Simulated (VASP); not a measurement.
# Ga2Ge2O3 (P-3m1) in VASP: phonons with PBE

Aim: the phonons of Ga2Ge2O3 with PBE.

Everything below comes from runs of VASP 6.6.1. Logs are shortened: lines on timing, memory, paths and dates and some standing lists are left out, and cuts for length are marked.

## (1) The structure

It takes space group P-3m1 (No. 164, trigonal). Conventional cell: a = 3.018 Å, b = 3.018 Å, c = 14.272 Å, α = 90.00°, β = 90.00°, γ = 120.00°. Around Ga (site symmetry 3m) lie 3 O at 1.90 Å. Ge (site symmetry 3m) is surrounded by 9 Ge at 2.85 to 3.02 Å. O (site symmetry 3m) has 3 Ga at 1.90 Å as nearest neighbours. O (site symmetry -3m) is surrounded by 6 Ga at 2.25 Å.

The cell was built by a generator and needn't be a form met in nature.

## (2) Phonons, PBE

POSCAR

```
Ga2Ge2O3
1.0
    3.0181090000      0.0000000000      0.0000000000
   -1.5090540000      2.6137590000      0.0000000000
    0.0000000000      0.0000000000     14.2716300000
Ga Ge O
2 2 3
Direct
    0.3333330000      0.6666670000      0.0994410000
    0.6666670000      0.3333330000      0.9005590000
    0.6666670000      0.3333330000      0.4208640000
    0.3333330000      0.6666670000      0.5791360000
    0.6666670000      0.3333330000      0.1524040000
    0.3333330000      0.6666670000      0.8475960000
    0.0000000000      0.0000000000      0.0000000000
```

INCAR.step1

```
SYSTEM = Ga2Ge2O3
ALGO = Normal
EDIFF = 1E-8
EDIFFG = -0.002
ENCUT = 520
GGA = PE
IBRION = 2
ISIF = 3
ISMEAR = 0
KPAR = 4
LASPH = .TRUE.
LCHARG = .FALSE.
LREAL = .FALSE.
LWAVE = .FALSE.
NELM = 60
NSW = 40
PREC = Accurate
SIGMA = 0.1
```

INCAR.step2

```
SYSTEM = Ga2Ge2O3
ALGO = Normal
EDIFF = 1E-8
ENCUT = 520
GGA = PE
IBRION = 6
ISIF = 2
ISMEAR = 0
KPAR = 4
LASPH = .TRUE.
LCHARG = .FALSE.
LREAL = .FALSE.
LWAVE = .FALSE.
NELM = 60
NFREE = 2
NSW = 1
POTIM = 0.015
PREC = Accurate
SIGMA = 0.1
```

KPOINTS

```
k-points
0
G
  12 12 2
  0 0 0
```

Potentials or basis: VASP PAW PBE potentials, release 64 (Ga_d, Ge_d, O).

Started as:

```
> cat potpaw_PBE.64/Ga_d/POTCAR potpaw_PBE.64/Ge_d/POTCAR potpaw_PBE.64/O/POTCAR > POTCAR
> cp INCAR.step1 INCAR
> mpirun -np 4 vasp_std > vasp.out
> cp CONTCAR POSCAR
> cp INCAR.step2 INCAR
> mpirun -np 4 vasp_std > vasp.out
```

OUTCAR:

```text
SYSTEM = Ga2Ge2O3
   EDIFF = 1E-8
   ENCUT = 520
   GGA = PE
   IBRION = 6
   ISIF = 2
   ISMEAR = 0
   LASPH = .TRUE.
   LREAL = .FALSE.
   NELM = 60
   NFREE = 2
   NSW = 1
   POTIM = 0.015
   PREC = Accurate

 ion  position               nearest neighbor table
   1  0.333  0.667  0.099-   5 1.90   5 1.90   5 1.90   7 2.25   7 2.25   7 2.25
   2  0.667  0.333  0.901-   6 1.90   6 1.90   6 1.90   7 2.25   7 2.25   7 2.25
   3  0.667  0.333  0.421-   4 2.85   4 2.85   4 2.85
   4  0.333  0.667  0.579-   3 2.85   3 2.85   3 2.85
   5  0.667  0.333  0.151-   1 1.90   1 1.90   1 1.90
   6  0.333  0.667  0.849-   2 1.90   2 1.90   2 1.90
   7  0.000  0.000  0.000-   1 2.25   2 2.25   1 2.25   2 2.25   2 2.25   1 2.25

  LATTYP: Found a hexagonal cell.
 ALAT       =     3.0182154364
 C/A-ratio  =     4.7654991623

  Lattice vectors:

 A1 = (   3.0182154364,   0.0000000000,  -0.0000000000)
 A2 = (  -1.5091072182,   2.6138511766,   0.0000000000)
 A3 = (  -0.0000000000,   0.0000000000,  14.3833031338)

Analysis of symmetry for initial positions (statically):
=====================================================================
 Subroutine PRICEL returns:
 Original cell was already a primitive cell.

 Routine SETGRP: Setting up the symmetry group for a
 hexagonal supercell.

 Subroutine GETGRP returns: Found 12 space group operations
 (whereof 12 operations were pure point group operations)
 out of a pool of 24 trial point group operations.

The static configuration has the point symmetry D_3d.

Analysis of symmetry for dynamics (positions and initial velocities):
=====================================================================
 Subroutine PRICEL returns:
 Original cell was already a primitive cell.

 Routine SETGRP: Setting up the symmetry group for a
 hexagonal supercell.

 Subroutine GETGRP returns: Found 12 space group operations
 (whereof 12 operations were pure point group operations)
 out of a pool of 24 trial point group operations.

The dynamic configuration has the point symmetry D_3d.

 Subroutine INISYM returns: Found 12 space group operations
 (whereof 12 operations are pure point group operations),
 and found     1 'primitive' translations

----------------------------------------------------------------------------------------

                                     Primitive cell

  volume of cell :     113.4723

  direct lattice vectors                    reciprocal lattice vectors
     3.018215436  0.000000000 -0.000000000     0.331321611  0.191288563  0.000000000
    -1.509107218  2.613851177  0.000000000    -0.000000000  0.382577252 -0.000000000
    -0.000000000  0.000000000 14.383303134     0.000000000 -0.000000000  0.069525059

  length of vectors
     3.018215436  3.018215130 14.383303134     0.382577213  0.382577252  0.069525059

  position of ions in fractional coordinates (direct lattice)
     0.333333000  0.666667000  0.098682678
     0.666667000  0.333333000  0.901317322
     0.666667000  0.333333000  0.421499400
     0.333333000  0.666667000  0.578500600
     0.666667000  0.333333000  0.151218637
     0.333333000  0.666667000  0.848781363
     0.000000000  0.000000000  0.000000000

  ion indices of the primitive-cell ions
   primitive index   ion index
                 1           1
                 2           2
                 3           3
                 4           4
                 5           5
                 6           6
                 7           7

----------------------------------------------------------------------------------------
[... 92 lines left out ...]
  Fermi-wavevector in a.u.,A,eV,Ry     =   1.406768  2.658406 26.925871  1.978996
  Thomas-Fermi vector in A             =   2.529095
   LORBIT       =      0    0 simple, 1 ext, 2 COOP (PROOUT), +10 PAW based schemes
   GGA     = PE    functional components
   LHFCALC =     F    Hartree Fock is set to
   AEXX    =    0.0000 exact exchange contribution
   IVDW    =     0    specifies the selected vdW correction
   LEPSILON=     F    determine dielectric tensor
   LRPA    =     F    only Hartree local field effects (RPA)
 finite differences with symmetry
 non-spin polarized calculation
 Gauss-broadening in eV      SIGMA  =   0.10
  energy-cutoff  :      520.00
  volume of cell :      113.47
 maximum number of plane-waves:      3091
 NGX is ok and might be reduce to    24
   NGX = 11   NGY = 11   NGZ = 53

--------------------------------------- Ionic step        1  -------------------------------------------

 number of electron      72.0000009 magnetization

 Free energy of the ion-electron system (eV)
  ---------------------------------------------------
  ext. energy  EPLUGINS =         0.00000000
  ---------------------------------------------------
  free energy    TOTEN  =       -37.24424745 eV

  energy without entropy =      -37.23101545  energy(sigma->0) =      -37.23763145

------------------------ aborting loop because EDIFF is reached ----------------------------------------

  FORCE on cell =-STRESS in cart. coord.  units (eV):
  Direction    XX          YY          ZZ          XY          YZ          ZX
  --------------------------------------------------------------------------------------
  -------------------------------------------------------------------------------------
  Total        0.0017712      0.0017712      0.0068767      0.0000000      0.0000000      0.0000000
  in kB        0.0250083      0.0250083      0.0970956      0.0000000      0.0000000      0.0000000
  external PRESSURE =       0.0490374 kB  Pullay stress =       0.0000000 kB
[... 104 lines left out ...]
  FREE ENERGIE OF THE ION-ELECTRON SYSTEM (eV)
  ---------------------------------------------------
  free  energy   TOTEN  =       -37.2429624436 eV

  energy  without entropy=      -37.2297301862  energy(sigma->0) =      -37.23634631

[... ionic steps 4 to 14 ...]

--------------------------------------- Ionic step       15  -------------------------------------------

 number of electron      72.0000005 magnetization

------------------------ aborting loop because EDIFF is reached ----------------------------------------
[... 77 lines left out ...]
--------------------------------------- Ionic step       17  -------------------------------------------

 number of electron      72.0000010 magnetization

 Free energy of the ion-electron system (eV)
  ---------------------------------------------------
  ext. energy  EPLUGINS =         0.00000000
  ---------------------------------------------------
  free energy    TOTEN  =       -37.24272798 eV

  energy without entropy =      -37.22949429  energy(sigma->0) =      -37.23611114

 E-fermi :   4.4392     XC(G=0):  -9.9056

 val. band max:        4.4302456945   @ k =   0.0833   0.0000   0.5000
 cond. band min:       4.4421824611   @ k =   0.1667   0.1667   0.5000
 fundamental gap:      0.0119367665
 Fermi energy:         4.4391549660

 k-point     1 :       0.0000    0.0000    0.0000
  band No.  band energies     occupation
      1     -20.1966      2.00000
      2     -20.1966      2.00000
      3     -20.1960      2.00000
      4     -20.1960      2.00000
      5     -20.1853      2.00000
      6     -20.1687      2.00000
[... 1093 lines left out ...]
     42       9.6545      0.00000
     43      10.7899      0.00000

 [... further k-points ...]
[... 5 lines left out ...]
  --------------------------------------------------------------------------------------
  -------------------------------------------------------------------------------------
  Total        0.0055558      0.0055558      0.0097033      0.0000000      0.0000000     -0.0000000
  in kB        0.0784459      0.0784459      0.1370058      0.0000000      0.0000000     -0.0000000
  external PRESSURE =       0.0979659 kB  Pullay stress =       0.0000000 kB
[... 22 lines left out ...]
  FREE ENERGIE OF THE ION-ELECTRON SYSTEM (eV)
  ---------------------------------------------------
  free  energy   TOTEN  =       -37.2427279774 eV

  energy  without entropy=      -37.2294942932  energy(sigma->0) =      -37.23611114

 INTERNAL STRAIN TENSORS FROM DISPLACED ATOMS
 ============================================

 INTERNAL STRAIN TENSOR FOR ION    1 for displacements in x,y,z  (eV/Angst):
          X           Y           Z          XY          YZ          ZX
  --------------------------------------------------------------------------------
  x    -0.00001     0.00000    -0.00000    -9.97629     0.00000     8.53213
  y    -9.97629     9.97629     0.00000     0.00000     8.53216     0.00000
  z     5.66382     5.66382    -8.75028     0.00000     0.00000    -0.00000

 INTERNAL STRAIN TENSOR FOR ION    7 for displacements in x,y,z  (eV/Angst):
          X           Y           Z          XY          YZ          ZX
  --------------------------------------------------------------------------------
  x     0.00000     0.00000     0.00000     0.00000     0.00000     0.00000
  y     0.00000     0.00000     0.00000     0.00000     0.00000     0.00000
  z     0.00000     0.00000     0.00000     0.00000     0.00000     0.00000

 Eigenvectors and eigenvalues of the dynamical matrix
 ----------------------------------------------------

   1 f  =   15.291196 THz    96.077417 2PiTHz  510.059392 cm-1    63.239276 meV
             X         Y         Z           dx          dy          dz
     -0.000001  1.742568  1.419383     0.000000   -0.000000    0.042424
      1.509109  0.871283 12.963920     0.000000   -0.000000    0.042424
      1.509109  0.871283  6.062554     0.000000   -0.000000   -0.001331
     -0.000001  1.742568  8.320749     0.000000   -0.000000   -0.001331
      1.509109  0.871283  2.175023    -0.000000    0.000000    0.348561
     -0.000001  1.742568 12.208280    -0.000000    0.000000    0.348561
      0.000000  0.000000  0.000000     0.000000   -0.000000   -0.867991
[... 191 lines left out ...]
  21 f/i=    3.045930 THz    19.138143 2PiTHz  101.601292 cm-1    12.596949 meV
             X         Y         Z           dx          dy          dz
     -0.000001  1.742568  1.419383    -0.162118   -0.142297    0.000000
      1.509109  0.871283 12.963920    -0.162118   -0.142297    0.000000
      1.509109  0.871283  6.062554     0.002937    0.002578   -0.000000
     -0.000001  1.742568  8.320749     0.002937    0.002578   -0.000000
      1.509109  0.871283  2.175023    -0.029665   -0.026038    0.000000
     -0.000001  1.742568 12.208280    -0.029665   -0.026038   -0.000000
      0.000000  0.000000  0.000000     0.714490    0.627133    0.000000

 ELASTIC MODULI CONTR FROM IONIC RELAXATION (kBar)
 Direction    XX          YY          ZZ          XY          YZ          ZX
 --------------------------------------------------------------------------------
 XX        -797.0114    318.7698   -390.0676     -0.0002    -29.9014     -0.0000
 YY         318.7698   -797.0113   -390.0675     -0.0002     29.9014      0.0000
 ZZ        -390.0676   -390.0675  -1245.5228     -0.0001      0.0000      0.0000
 XY          -0.0002     -0.0002     -0.0001   -557.8905      0.0000    -29.9019
 YZ         -29.9014     29.9014      0.0000      0.0000   -342.7520     -0.0001
 ZX          -0.0000      0.0000      0.0000    -29.9019     -0.0001   -342.7508
 --------------------------------------------------------------------------------
```

Wall time 17 min (4 MPI ranks of Intel Xeon Platinum 8559C (Emerald Rapids), shared host); peak memory 1 GiB.

Results:

- Relaxed volume: 16.21 Å³/atom
- Relaxed cell: a = 3.018 Å, b = 3.018 Å, c = 14.383 Å, α = 90.00°, β = 90.00°, γ = 120.00°
- Space group after relaxing (to 0.05 Å): P-3m1 (No. 164)
- Highest phonon frequency at Γ, LO-TO splitting left out: 510 cm⁻¹
- Most unstable mode: 102i cm⁻¹

The path:
| step | energy change (eV) | largest force (eV/Å) | pressure (GPa) | volume (Å³) |
| --- | --- | --- | --- | --- |
| 1 | 0.0000 | 0.0027 | 0.04 | 112.58 |
| 2 | 0.0000 | 0.0052 | -0.01 | 112.65 |
| 3 | 0.0000 | 0.0050 | -0.01 | 112.65 |
| 4 | 0.0000 | 0.0049 | 0.00 | 112.65 |
| 5 | 0.0000 | 0.0067 | 0.00 | 112.66 |
| 6 | 0.0000 | 0.0045 | 0.01 | 112.66 |
| 7 | 0.0000 | 0.0081 | 0.02 | 112.69 |
| 8 | 0.0000 | 0.0227 | 0.04 | 112.75 |
| 9 | 0.0000 | 0.0139 | 0.02 | 112.72 |
| 10 | 0.0000 | 0.0139 | 0.03 | 112.73 |
| 11 | 0.0000 | 0.0139 | 0.03 | 112.74 |
| 12 | -0.0001 | 0.0138 | 0.03 | 112.76 |
| 13 | -0.0001 | 0.0136 | 0.03 | 112.79 |
| 14 | -0.0001 | 0.0132 | 0.03 | 112.87 |
| 15 | -0.0001 | 0.0125 | 0.04 | 113.02 |
| 16 | -0.0002 | 0.0108 | 0.05 | 113.33 |
| 17 | -0.0002 | 0.0059 | -0.03 | 113.52 |
| 18 | -0.0002 | 0.0016 | -0.01 | 113.47 |
| 19 | -0.0002 | 0.0026 | 0.00 | 113.47 |
| 20 | -0.0002 | 0.0024 | 0.00 | 113.47 |
| 21 | -0.0002 | 0.0015 | 0.00 | 113.47 |

Final structure:
```yaml
crystal:
  lattice:
    - [3.01822, 0.00000, 0.00000]
    - [-1.50911, 2.61385, 0.00000]
    - [0.00000, 0.00000, 14.38330]
  atoms:
    - { symbol: Ga, position: [0.33333, 0.66667, 0.09868] }
    - { symbol: Ga, position: [0.66667, 0.33333, 0.90132] }
    - { symbol: Ge, position: [0.66667, 0.33333, 0.42150] }
    - { symbol: Ge, position: [0.33333, 0.66667, 0.57850] }
    - { symbol: O, position: [0.66667, 0.33333, 0.15122] }
    - { symbol: O, position: [0.33333, 0.66667, 0.84878] }
    - { symbol: O, position: [0.00000, 0.00000, 0.00000] }
```

Phonon frequencies in cm⁻¹ (negative: imaginary):
| q point | frequencies |
| --- | --- |
| (0.000, 0.000, 0.000) | -102 -102 -50 -50 -5 -5 -3 14 15 15 62 62 180 197 459 492 508 508 509 509 510 |

Caveat: some modes are imaginary.
